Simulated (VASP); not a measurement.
VASP ran on this input.

**KPOINTS**
```
Automatic mesh
0
Gamma
6 6 6
0 0 0
```

### POSCAR
```
GeF2
1
    0.0000000000     2.7241537571     2.7241537571
    2.7241537571     0.0000000000     2.7241537571
    2.7241537571     2.7241537571     0.0000000000
Ge F
1 2
Direct
  0.0000000000   0.0000000000   0.0000000000
  0.2500000000   0.2500000000   0.2500000000
  0.7500000000   0.7500000000   0.7500000000
```

### INCAR
```
LWAVE = F
ISIF = 3   ! ions, shape and volume
EDIFF = 1E-7   ! SCF stop (eV)
PREC = Accurate
ALGO = Normal
ISMEAR = 0   ! Gaussian
EDIFFG = -0.01   ! ionic stop
LCHARG = F
PSTRESS = 50
NELM = 100   ! most electronic steps
LMAXMIX = 4
ENCUT = 600   ! plane-wave cut-off (eV)
IBRION = 2   ! conjugate gradients
SIGMA = 0.05   ! width (eV)
GGA = PS
NSW = 40   ! most ionic steps
LASPH = T   ! aspherical one-centre terms
SYSTEM = GeF2
LREAL = F   ! projection in real space or not
```

POTCAR, in this order: Ge_d F (PBE.64 set). Program: vasp_std.

Question: Translate this PBEsol calculation to Quantum ESPRESSO's pw.x.

Answer: One equivalent input (not run):
```
&CONTROL
  calculation = 'vc-relax'
  pseudo_dir = './pseudo'
  outdir = './out'
  tprnfor = .true.
  tstress = .true.
  nstep = 40
  forc_conv_thr = 0.00039
/
&SYSTEM
  ibrav = 0
  nat = 3
  ntyp = 2
  ecutwfc = 84
  occupations = 'smearing'
  smearing = 'gaussian'
  degauss = 0.003675
  input_dft = 'pbesol'
/
&ELECTRONS
  conv_thr = 7.3e-09
  electron_maxstep = 100
/
&IONS
/
&CELL
  press = 50
/
ATOMIC_SPECIES
  Ge 72.630 Ge.upf
  F 18.998 F.upf
CELL_PARAMETERS angstrom
     0.0000000    2.7241538    2.7241538
     2.7241538    0.0000000    2.7241538
     2.7241538    2.7241538    0.0000000
ATOMIC_POSITIONS crystal
  Ge   0.0000000  0.0000000  0.0000000
  F    0.2500000  0.2500000  0.2500000
  F    0.7500000  0.7500000  0.7500000
K_POINTS automatic
  6 6 6 0 0 0
```
Limits of the translation: the potentials are each code's own (VASP's PAW set, PseudoDojo norm-conserving files in pw.x), so ENCUT and ecutwfc are chosen apart and not converted; conv_thr bounds pw.x's estimated SCF error, while EDIFF bounds the energy change between steps; forc_conv_thr acts on force components and is met together with etot_conv_thr.

The structure was generated: GeF2 was put into the fluorite type (Fm-3m), which need not be its known phase. This run relaxes it under an external pressure of 5 GPa. Symmetry was kept, so distortions that lower it aren't found.
